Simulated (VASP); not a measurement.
An input for Ansatz (written as the equivalent of a VASP run, and not itself run):

Ansatz 0.2 input:
```yaml
crystal:
  lattice:
    - [0.0000000, 2.5476857, 2.5476857]
    - [2.5476857, 0.0000000, 2.5476857]
    - [2.5476857, 2.5476857, 0.0000000]
  atoms:
    - { symbol: Li, position: [0.0000000, 0.0000000, 0.0000000] }
    - { symbol: Br, position: [0.5000000, 0.5000000, 0.5000000] }
kpoints:
  mp_grid: { grid: [9, 9, 9] }
hamiltonian:
  xc: pbe
  pseudopotentials: { kind: paw }
scf:
  occupations: { method: gaussian, width: 0.05 }
  max_iter: 100
relax:
  max_steps: 40
  f_tol: 0.02
  cell: { p_target: 20 }
output: { forces: true, stress: true, eigenvalues: true }
```

Task: Translate this input to VASP (INCAR, KPOINTS, POSCAR, choice of POTCAR).

Result: Several could match; the one computed here: 
INCAR:
```
ALGO = Normal
EDIFF = 1E-6
EDIFFG = -0.02
ENCUT = 620
GGA = PE
IBRION = 2
ISIF = 3
ISMEAR = 0
LASPH = .TRUE.
LCHARG = .FALSE.
LMAXMIX = 4
LREAL = .FALSE.
LWAVE = .FALSE.
NELM = 100
NSW = 40
PREC = Accurate
PSTRESS = 200
SIGMA = 0.05
SYSTEM = LiBr
```

**KPOINTS**
```
Automatic mesh
0
Gamma
9 9 9
0 0 0
```

File POSCAR:
```
LiBr
1.0
  0.0000000000   2.5476856958   2.5476856958
  2.5476856958   0.0000000000   2.5476856958
  2.5476856958   2.5476856958   0.0000000000
Li Br
1 1
Cart
  0.0000000000   0.0000000000   0.0000000000
  2.5476856958   2.5476856958   2.5476856958
```

POTCAR, in this order: Li_sv Br (PBE.64 set). Program: vasp_std.

What does not carry over: each code has its own PAW files, so the cut-off isn't converted (ENCUT is set for VASP's; basis.ecutwfc is left out, and Ansatz then takes the one that its files recommend); Ansatz stops its SCF on the density residual and VASP on the energy change (EDIFF).

The compound is LiBr in the rock salt structure. This run relaxes it under an external pressure of 20 GPa. Symmetry was kept, so distortions that lower it aren't found.
